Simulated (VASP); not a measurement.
Data:

```
CELL_PARAMETERS angstrom
     10.59767     0.00000     0.00000
      0.00000     4.78277     0.00000
      0.00000     0.00000    17.96460
ATOMIC_POSITIONS crystal
  Cs 0.58415 0.25000 0.16990
  Cs 0.41585 0.75000 0.83010
  Cs 0.91585 0.75000 0.66990
  Cs 0.08415 0.25000 0.33010
  Sn 0.84136 0.25000 0.93810
  Sn 0.15864 0.75000 0.06190
  Sn 0.65864 0.75000 0.43810
  Sn 0.34136 0.25000 0.56190
  I  0.52685 0.75000 0.61560
  I  0.47315 0.25000 0.38440
  I  0.97315 0.25000 0.11560
  I  0.02685 0.75000 0.88440
  I  0.79401 0.75000 0.29136
  I  0.20599 0.25000 0.70864
  I  0.70599 0.25000 0.79136
  I  0.29401 0.75000 0.20864
  I  0.66611 0.75000 0.99863
  I  0.33389 0.25000 0.00137
  I  0.83389 0.25000 0.49863
  I  0.16611 0.75000 0.50137
```

Level of theory: PBEsol GGA, VASP's PBE PAW potentials (set 64) (plane waves; VASP). Numerical set-up: LREAL = Auto, 300 eV cut-off, 2×3×1 Γ-centred mesh, Gaussian smearing of 0.010 eV, potentials Cs_sv Sn_d I.

At this cut-off the stress carries a Pulay error, which pulls relaxed volumes low.

Q: Give the force on each atom (eV/Å).

A: 
```csv
atom,Fx,Fy,Fz
Cs1,-0.014,0.000,0.006
Cs2,0.014,0.000,-0.006
Cs3,0.014,0.000,0.006
Cs4,-0.014,0.000,-0.006
Sn5,0.026,0.000,0.023
Sn6,-0.026,0.000,-0.023
Sn7,-0.026,0.000,0.023
Sn8,0.026,0.000,-0.023
I9,-0.061,0.000,-0.124
I10,0.061,0.000,0.124
I11,0.061,0.000,-0.124
I12,-0.061,0.000,0.124
I13,-0.021,0.000,0.045
I14,0.021,0.000,-0.045
I15,0.021,0.000,0.045
I16,-0.021,0.000,-0.045
I17,0.051,0.000,-0.046
I18,-0.051,0.000,0.046
I19,-0.051,0.000,-0.046
I20,0.051,0.000,0.046
```

Q: Give the stress tensor in GPa (positive for a compressed cell).

A: 
```
-0.92   0.00   0.00
 0.00  -1.00   0.00
 0.00   0.00  -1.01
```
The pressure is its mean diagonal, -0.98 GPa.

The structure comes from a computed database's CsSnI3 entry; how it stands against other phases isn't given here. The cell was not relaxed at this level. The k-mesh is coarse (spacing up to 0.44 per Å, 2π included), so the numbers may not be converged in it.
